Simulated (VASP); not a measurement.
OSZICAR of a VASP run on Al2Cu (sg140):

**OSZICAR**
```
       N       E                     dE             d eps       ncg     rms          rms(c)
DAV:   1     0.174827918965E+03    0.17483E+03   -0.11943E+04  2478   0.151E+03
DAV:   2    -0.212128820061E+02   -0.19604E+03   -0.19023E+03  2478   0.317E+02
DAV:   3    -0.318997230899E+02   -0.10687E+02   -0.10165E+02  3454   0.979E+01
DAV:   4    -0.321738664428E+02   -0.27414E+00   -0.27274E+00  3856   0.142E+01
DAV:   5    -0.321764036333E+02   -0.25372E-02   -0.25362E-02  3487   0.148E+00    0.214E+01
DAV:   6    -0.366870435475E+02   -0.45106E+01   -0.15913E+02  3198   0.345E+02    0.176E+01
DAV:   7    -0.277043740071E+02    0.89827E+01   -0.36679E+01  3176   0.137E+02    0.410E+00
DAV:   8    -0.273026590211E+02    0.40171E+00   -0.38170E+00  3850   0.421E+01    0.118E+00
DAV:   9    -0.272804063811E+02    0.22253E-01   -0.19304E-01  3683   0.331E+00    0.594E-01
DAV:  10    -0.272787422697E+02    0.16641E-02   -0.58015E-03  3627   0.794E-01    0.451E-01
DAV:  11    -0.272753595939E+02    0.33827E-02   -0.76020E-03  3952   0.228E+00    0.141E-01
DAV:  12    -0.272750086924E+02    0.35090E-03   -0.30547E-03  3954   0.124E+00    0.170E-02
DAV:  13    -0.272750149466E+02   -0.62542E-05   -0.12134E-04  3318   0.923E-02    0.152E-02
DAV:  14    -0.272750144379E+02    0.50871E-06   -0.55011E-06  4024   0.415E-02    0.739E-03
DAV:  15    -0.272750142978E+02    0.14009E-06   -0.84821E-07  3859   0.200E-02    0.272E-03
DAV:  16    -0.272750143165E+02   -0.18737E-07   -0.15182E-07  3982   0.870E-03    0.126E-03
DAV:  17    -0.272750142894E+02    0.27157E-07   -0.11120E-07  3811   0.923E-03    0.245E-04
DAV:  18    -0.272750142885E+02    0.89904E-09   -0.62538E-09  1719   0.146E-03
   1 F= -.27275014E+02 E0= -.27274583E+02  d E =-.272750E+02
       N       E                     dE             d eps       ncg     rms          rms(c)
DAV:   1    -0.272750529734E+02   -0.38684E-04   -0.31291E-04  2739   0.102E-01    0.454E-03
DAV:   2    -0.272750531093E+02   -0.13590E-06   -0.12398E-05  3405   0.299E-02    0.265E-03
DAV:   3    -0.272750528764E+02    0.23285E-06   -0.14443E-06  3767   0.187E-02    0.157E-03
DAV:   4    -0.272750528616E+02    0.14814E-07   -0.35224E-07  3890   0.157E-02    0.927E-04
DAV:   5    -0.272750528550E+02    0.65943E-08   -0.31399E-08  2339   0.519E-03
   2 F= -.27275053E+02 E0= -.27274619E+02  d E =-.385666E-04
       N       E                     dE             d eps       ncg     rms          rms(c)
DAV:   1    -0.272750748890E+02   -0.22027E-04   -0.60562E-04  2697   0.142E-01    0.633E-03
DAV:   2    -0.272750751733E+02   -0.28433E-06   -0.24167E-05  3416   0.423E-02    0.370E-03
DAV:   3    -0.272750747279E+02    0.44544E-06   -0.28513E-06  3755   0.276E-02    0.227E-03
DAV:   4    -0.272750746901E+02    0.37825E-07   -0.72638E-07  3899   0.226E-02    0.127E-03
DAV:   5    -0.272750746787E+02    0.11407E-07   -0.72568E-08  3590   0.700E-03    0.611E-04
DAV:   6    -0.272750746800E+02   -0.13288E-08   -0.54461E-09  1627   0.118E-03
   3 F= -.27275075E+02 E0= -.27274637E+02  d E =-.218250E-04
```

Q: Which electronic solver shows in the log?

A: It is blocked Davidson (ALGO = Normal, or the opening steps of other solvers). The INCAR had ALGO = Normal.

Q: Can the final energy be trusted as converged?

A: The calculation finished and met its thresholds. It stopped with EDIFF = 1E-8, NELM = 100, NSW = 30 and EDIFFG = -0.001 after 3 ionic steps (LDA (Ceperley-Alder, Perdew-Zunger), plane waves, VASP's LDA PAW potentials (set 64)).

The compound is Al2Cu in the sg140 structure. This run relaxes the ions in a fixed cell. Symmetry was kept, so distortions that lower it aren't found. The start is the result of an earlier pass.
